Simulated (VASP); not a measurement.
# ScRu3 (Pm-3m) in VASP: a series of runs

Aim: see how the results for ScRu3 move with the level of theory and the settings. Levels: PBE, r2SCAN. Tasks: single point.

Program: VASP 6.6.1. These are calculated values, not measurements. Logs are shortened: lines on timing, memory, paths and dates and some standing lists are left out, and cuts for length are marked.

### Step 1. The cell of the first run

It takes space group Pm-3m (No. 221, cubic). Conventional cell: a = 4.108 Å, b = 4.108 Å, c = 4.108 Å, α = 90.00°, β = 90.00°, γ = 90.00°. Sc (site symmetry m-3m) has 12 Ru at 2.91 Å as nearest neighbours. Ru (site symmetry 4/mmm) has 4 Sc at 2.91 Å and 8 Ru at 2.91 Å as nearest neighbours.

The cell comes from a database or a generator and needn't be the stable form of this composition.

### Step 2. Single point, PBE (strained and moved within the space group)

File INCAR:

```
SYSTEM = ScRu3
PREC = Accurate ; ENCUT = 520
EDIFF = 1E-6 ; ISMEAR = 0
SIGMA = 0.1 ; LREAL = .FALSE.
LASPH = .TRUE. ; NELM = 100
ALGO = Fast ; ISIF = 2
LWAVE = .FALSE. ; LCHARG = .FALSE.
GGA = PE ; NBANDS = 34
```

File KPOINTS:

```
Automatic mesh
0
G
  10 10 10
  0 0 0
```

File POSCAR:

```
ScRu3
1.0
    4.1084593253      0.0000000000      0.0000000000
    0.0000000000      4.1084593253      0.0000000000
    0.0000000000      0.0000000000      4.1084593253
Sc Ru
1 3
Direct
    0.0000000000      0.0000000000      0.0000000000
    0.0000000000      0.5000000000      0.5000000000
    0.5000000000      0.0000000000      0.5000000000
    0.5000000000      0.5000000000      0.0000000000
```

Potentials or basis: VASP PAW PBE potentials, release 64 (Sc_sv, Ru_pv).

Started as:

```sh
> cat potpaw_PBE.64/Sc_sv/POTCAR potpaw_PBE.64/Ru_pv/POTCAR > POTCAR
> mpirun -np 1 vasp_std > vasp.out
```

OUTCAR:

```text
SYSTEM = ScRu3
   PREC = Accurate
   ENCUT = 520
   EDIFF = 1E-6
   ISMEAR = 0
   LREAL = .FALSE.
   LASPH = .TRUE.
   NELM = 100
   ISIF = 2
   GGA = PE

 ion  position               nearest neighbor table
   1  0.000  0.000  0.000-   2 2.91   3 2.91   4 2.91   2 2.91   3 2.91   2 2.91   4 2.91   2 2.91
                             3 2.91   4 2.91   3 2.91   4 2.91
   2  0.000  0.500  0.500-   1 2.91   3 2.91   4 2.91   1 2.91   4 2.91   1 2.91   3 2.91   1 2.91
                             3 2.91   4 2.91   4 2.91   3 2.91
   3  0.500  0.000  0.500-   1 2.91   2 2.91   4 2.91   1 2.91   4 2.91   2 2.91   4 2.91   4 2.91
                             1 2.91   2 2.91   1 2.91   2 2.91
   4  0.500  0.500  0.000-   1 2.91   2 2.91   3 2.91   2 2.91   3 2.91   1 2.91   3 2.91   3 2.91
                             1 2.91   2 2.91   2 2.91   1 2.91

  LATTYP: Found a simple cubic cell.
 ALAT       =     4.1084593253

  Lattice vectors:

 A1 = (   4.1084593253,   0.0000000000,   0.0000000000)
 A2 = (   0.0000000000,   4.1084593253,   0.0000000000)
 A3 = (   0.0000000000,   0.0000000000,   4.1084593253)

Analysis of symmetry for initial positions (statically):
=====================================================================
 Subroutine PRICEL returns:
 Original cell was already a primitive cell.

 Routine SETGRP: Setting up the symmetry group for a
 simple cubic supercell.

 Subroutine GETGRP returns: Found 48 space group operations
 (whereof 48 operations were pure point group operations)
 out of a pool of 48 trial point group operations.

The static configuration has the point symmetry O_h .

Analysis of symmetry for dynamics (positions and initial velocities):
=====================================================================
 Subroutine PRICEL returns:
 Original cell was already a primitive cell.

 Routine SETGRP: Setting up the symmetry group for a
 simple cubic supercell.

 Subroutine GETGRP returns: Found 48 space group operations
 (whereof 48 operations were pure point group operations)
 out of a pool of 48 trial point group operations.

The dynamic configuration has the point symmetry O_h .

 Subroutine INISYM returns: Found 48 space group operations
 (whereof 48 operations are pure point group operations),
 and found     1 'primitive' translations

----------------------------------------------------------------------------------------

                                     Primitive cell

  volume of cell :      69.3485

  direct lattice vectors                    reciprocal lattice vectors
     4.108459325  0.000000000  0.000000000     0.243400243  0.000000000  0.000000000
     0.000000000  4.108459325  0.000000000     0.000000000  0.243400243  0.000000000
[... 96 lines left out ...]
   ISYM   =      2    0-nonsym 1-usesym 2-fastsym
   POTIM  = 0.5000    time-step for ionic-motion
   TEBEG  =    0.0;   TEEND  =   0.0 temperature during run
   PSTRESS=    0.0 pullay stress
   NELECT =      53.0000    total number of electrons
   NUPDOWN=      -1.0000    fix difference up-down
   EMIN   =  10.00;   EMAX   =-10.00  energy-range for DOS
   EFERMI =   0.00;   METHOD = LEGACY
   ISMEAR =     0;   SIGMA  =   0.10  broadening in eV -4-tet -1-fermi 0-gaus
   EFERMI_NEDOS =   21; number of points for ismear=-14 and -15
   IALGO  =     68    algorithm
   IMIX   =      4    mixing-type and parameters
     AMIX     =   0.40;   BMIX     =  1.00
     AMIX_MAG =   1.60;   BMIX_MAG =  1.00
  volume/ion in A,a.u.               =      17.34       117.00
  Fermi-wavevector in a.u.,A,eV,Ry     =   1.496768  2.828481 30.481325  2.240314
  Thomas-Fermi vector in A             =   2.608742
   LORBIT       =      0    0 simple, 1 ext, 2 COOP (PROOUT), +10 PAW based schemes
   GGA     = PE    functional components
   LHFCALC =     F    Hartree Fock is set to
   AEXX    =    0.0000 exact exchange contribution
   IVDW    =     0    specifies the selected vdW correction
   LEPSILON=     F    determine dielectric tensor
   LRPA    =     F    only Hartree local field effects (RPA)
 non-spin polarized calculation
 RMM-DIIS sequential band-by-band and
 Gauss-broadening in eV      SIGMA  =   0.10
  energy-cutoff  :      520.00
  volume of cell :       69.35
 maximum number of plane-waves:      1888
 NGX is ok and might be reduce to    32
   NGX = 15   NGY = 15   NGZ = 15

 number of electron      53.0000025 magnetization

 Free energy of the ion-electron system (eV)
  ---------------------------------------------------
  ext. energy  EPLUGINS =         0.00000000
  ---------------------------------------------------
  free energy    TOTEN  =       -33.40970418 eV

  energy without entropy =      -33.36804538  energy(sigma->0) =      -33.38887478

 E-fermi :   7.9161     XC(G=0): -12.3015

 val. band max:        7.9157529255   @ k =   0.5000   0.5000   0.0000
 cond. band min:       7.9239498748   @ k =   0.3000   0.0000   0.0000
 fundamental gap:      0.0081969493
 Fermi energy:         7.9161361112

 k-point     1 :       0.0000    0.0000    0.0000
  band No.  band energies     occupation
      1     -40.7341      2.00000
      2     -34.3726      2.00000
      3     -34.3726      2.00000
      4     -34.3726      2.00000
      5     -34.1109      2.00000
      6     -34.1109      2.00000
[... 877 lines left out ...]
     33      11.2685      0.00000
     34      11.6246      0.00000

 [... further k-points ...]

------------------------ aborting loop because EDIFF is reached ----------------------------------------

  FORCE on cell =-STRESS in cart. coord.  units (eV):
  Direction    XX          YY          ZZ          XY          YZ          ZX
  --------------------------------------------------------------------------------------
  -------------------------------------------------------------------------------------
  Total       -8.7509310     -8.7509310     -8.7509310      0.0000000     -0.0000000      0.0000000
  in kB     -202.1751929   -202.1751929   -202.1751929      0.0000000     -0.0000000      0.0000000
  external PRESSURE =    -202.1751929 kB  Pullay stress =       0.0000000 kB

 VOLUME and BASIS-vectors are now :
 -----------------------------------------------------------------------------
  energy-cutoff  :      520.00
  volume of cell :       69.35
      direct lattice vectors                 reciprocal lattice vectors
     4.108459325  0.000000000  0.000000000     0.243400243  0.000000000  0.000000000
     0.000000000  4.108459325  0.000000000     0.000000000  0.243400243  0.000000000
     0.000000000  0.000000000  4.108459325     0.000000000  0.000000000  0.243400243

 POSITION                                       TOTAL-FORCE (eV/Angst)
 -----------------------------------------------------------------------------------
      0.00000      0.00000      0.00000         0.000000      0.000000      0.000000
      0.00000      2.05423      2.05423         0.000000      0.000000      0.000000
      2.05423      0.00000      2.05423         0.000000      0.000000      0.000000
      2.05423      2.05423      0.00000         0.000000      0.000000      0.000000
 -----------------------------------------------------------------------------------
    total drift:                                0.000000     -0.000000     -0.000000

  FREE ENERGIE OF THE ION-ELECTRON SYSTEM (eV)
  ---------------------------------------------------
  free  energy   TOTEN  =       -33.4097041810 eV

  energy  without entropy=      -33.3680453788  energy(sigma->0) =      -33.38887478
```

OSZICAR:

```text
N       E                     dE             d eps       ncg     rms          rms(c)
DAV:   1     0.677032156066E+03    0.67703E+03   -0.28746E+04  3840   0.170E+03
DAV:   2     0.178411759659E+01   -0.67525E+03   -0.66452E+03  3810   0.567E+02
DAV:   3    -0.339627900683E+02   -0.35747E+02   -0.33263E+02  5432   0.127E+02
DAV:   4    -0.357399154561E+02   -0.17771E+01   -0.17372E+01  5512   0.316E+01
DAV:   5    -0.357679785717E+02   -0.28063E-01   -0.27979E-01  5438   0.309E+00    0.145E+01
RMM:   6    -0.336371274785E+02    0.21309E+01   -0.59559E+00  4552   0.184E+01    0.375E+00
RMM:   7    -0.334222676692E+02    0.21486E+00   -0.16651E+00  5284   0.936E+00    0.159E+00
RMM:   8    -0.334116591209E+02    0.10609E-01   -0.28903E-01  5045   0.307E+00    0.786E-01
RMM:   9    -0.334083182461E+02    0.33409E-02   -0.47457E-02  5355   0.153E+00    0.338E-01
RMM:  10    -0.334095893336E+02   -0.12711E-02   -0.16621E-02  6016   0.590E-01    0.117E-01
RMM:  11    -0.334096325251E+02   -0.43192E-04   -0.24511E-03  5673   0.253E-01    0.704E-02
RMM:  12    -0.334096926586E+02   -0.60134E-04   -0.98729E-04  5656   0.144E-01    0.316E-02
RMM:  13    -0.334097054832E+02   -0.12825E-04   -0.29517E-04  5422   0.104E-01    0.265E-02
RMM:  14    -0.334096972902E+02    0.81930E-05   -0.11690E-04  5050   0.606E-02    0.105E-02
RMM:  15    -0.334097046263E+02   -0.73361E-05   -0.61181E-05  4893   0.288E-02    0.250E-02
RMM:  16    -0.334097044759E+02    0.15037E-06   -0.10531E-05  4117   0.188E-02    0.141E-02
RMM:  17    -0.334097041810E+02    0.29496E-06   -0.39408E-06  3380   0.153E-02
   1 F= -.33409704E+02 E0= -.33388875E+02  d E =-.416588E-01
```

stdout:

```text
POSCAR found type information on POSCAR ScRu
 POSCAR found :  2 types and       4 ions
 scaLAPACK will be used
 LDA part: xc-table for (Slater+PW92), standard interpolation
 POSCAR, INCAR and KPOINTS ok, starting setup
 FFT: planning ... GRIDC
 FFT: planning ... GRID_SOFT
 FFT: planning ... GRID
 WAVECAR not read
 entering main loop
```

Run time: 2.7 min. Hardware: 1 thread of Intel Xeon Platinum 8375C at 2.90GHz (Ice Lake), shared host; peak memory 0.25 GiB.

What came out:

```
Free energy            : -33.4097 eV
Pressure               : -20.2 GPa
Band gap on the k mesh : none (metal or under the smearing width)
```

Levels at points of the mesh, in eV from the Fermi level:
```
           k point  band 23  band 24  band 25  band 26  band 27  band 28  band 29  band 30  band 31  band 32
(0.00, 0.00, 0.00)    -0.87     0.55     0.55     1.47     1.83     1.83     1.83     3.44     3.44     3.44
(0.50, 0.00, 0.00)    -1.61    -0.75    -0.46    -0.16    -0.16    -0.05     0.77     1.83     2.41     2.41
(0.50, 0.50, 0.00)    -1.59    -1.23    -0.58    -0.58    -0.58     0.00     0.12     0.16     2.86     2.87
(0.50, 0.50, 0.50)    -0.97    -0.39    -0.39     1.05     1.35     1.35     1.35     1.49     1.49     1.49
```

Caveat: so large a pressure means that the cell lies far from this level's equilibrium, or that cutoff or potentials fall short.

### Step 3. Single point, PBE (strained and moved within the space group)

File INCAR:

```
SYSTEM = ScRu3
  PREC = Accurate
  ENCUT = 520
  EDIFF = 1E-6
  ISMEAR = 0
  SIGMA = 0.1
  LREAL = .False.
  LASPH = .True.
  NELM = 100
  ALGO = Fast
  ISIF = 2
  LWAVE = .False.
  LCHARG = .True.
  GGA = PE
  LELF = .True.
  LVHAR = .True.
  NBANDS = 34
```

File KPOINTS:

```
Automatic mesh
0
Gamma
  10 10 10
  0 0 0
```

File POSCAR:

```
ScRu3
1.0
    4.0605285470      0.0000000000      0.0000000000
    0.0000000000      4.0605285470      0.0000000000
    0.0000000000      0.0000000000      4.0605285470
Sc Ru
1 3
Direct
    0.0000000000      0.0000000000      0.0000000000
    0.0000000000      0.5000000000      0.5000000000
    0.5000000000      0.0000000000      0.5000000000
    0.5000000000      0.5000000000      0.0000000000
```

Potentials or basis: VASP PAW PBE potentials, release 64 (Sc_sv, Ru_pv).

Started as:

```sh
> cat potpaw_PBE.64/Sc_sv/POTCAR potpaw_PBE.64/Ru_pv/POTCAR > POTCAR
> mpirun -np 1 vasp_std > vasp.out
```

Run time: 3.1 min. Hardware: 1 thread of Intel Xeon Platinum 8375C at 2.90GHz (Ice Lake), shared host; peak memory 0.24 GiB.

Results (log left out):

```yaml
Free_energy: -33.6822 eV
Pressure: -16.2 GPa
Band_gap_on_the_k_mesh: none (metal or under the smearing width)
```

Levels at points of the mesh, in eV from the Fermi level:
| k point | band 25 | band 26 | band 27 | band 28 | band 29 | band 30 |
| --- | --- | --- | --- | --- | --- | --- |
| (0.00, 0.00, 0.00) | 0.58 | 1.56 | 1.94 | 1.94 | 1.94 | 3.56 |
| (0.50, 0.00, 0.00) | -0.48 | -0.16 | -0.16 | -0.05 | 0.82 | 1.95 |
| (0.50, 0.50, 0.00) | -0.61 | -0.61 | -0.61 | -0.02 | 0.13 | 0.18 |
| (0.50, 0.50, 0.50) | -0.41 | 1.06 | 1.42 | 1.42 | 1.42 | 1.58 |

Caveat: so large a pressure means that the cell lies far from this level's equilibrium, or that cutoff or potentials fall short.

### Step 4. Single point, r2SCAN (functional r2SCAN, strained and moved within the space group)

File POSCAR:

```
ScRu3
1.0
    3.8350136444      0.0000000000      0.0000000000
    0.0000000000      3.8350136444      0.0000000000
    0.0000000000      0.0000000000      3.8350136444
Sc Ru
1 3
Direct
    0.0000000000      0.0000000000      0.0000000000
    0.0000000000      0.5000000000      0.5000000000
    0.5000000000      0.0000000000      0.5000000000
    0.5000000000      0.5000000000      0.0000000000
```

File INCAR.step1:

```
PREC = Accurate
ENCUT = 520
ISMEAR = 0
SIGMA = 0.1
LREAL = False
LASPH = True
NELM = 100
NBANDS = 34
GGA = PE
ALGO = Normal
EDIFF = 1E-4
LWAVE = True
LCHARG = False
```

File INCAR.step2:

```
PREC = Accurate
ENCUT = 520
EDIFF = 1E-7
ISMEAR = 0
SIGMA = 0.1
LREAL = False
LASPH = True
NELM = 100
ALGO = Normal
ISIF = 2
LWAVE = False
LCHARG = False
METAGGA = R2SCAN
LMIXTAU = True
NBANDS = 34
ISTART = 1
```

File KPOINTS:

```
Automatic mesh
0
Gamma
  10 10 10
```

Started as:

```sh
> cat potpaw_PBE.64/Sc_sv/POTCAR potpaw_PBE.64/Ru_pv/POTCAR > POTCAR
> cp INCAR.step1 INCAR
> mpirun -np 1 vasp_std > vasp.out
> cp INCAR.step2 INCAR
> mpirun -np 1 vasp_std > vasp.out
```

Run time: 7 min. Hardware: 1 thread of Intel Xeon Platinum 8375C at 2.90GHz (Ice Lake), shared host; peak memory 0.23 GiB.

The run converged. Its results:

```yaml
Free_energy: -87.6464 eV
Pressure: 13.9 GPa
Band_gap_on_the_k_mesh: none (metal or under the smearing width)
```

Levels at points of the mesh, in eV from the Fermi level:
```
           k point  band 25  band 26  band 27  band 28  band 29  band 30
(0.00, 0.00, 0.00)     0.85     2.23     2.72     2.72     2.72     4.52
(0.50, 0.00, 0.00)    -0.58    -0.22    -0.22    -0.04     1.18     2.72
(0.50, 0.50, 0.00)    -0.80    -0.80    -0.79    -0.11     0.16     0.18
(0.50, 0.50, 0.50)    -0.62     1.22     1.94     1.94     1.94     2.23
```

Caveat: the PAW data sets were made with another functional, which shifts forces and pressure a little.
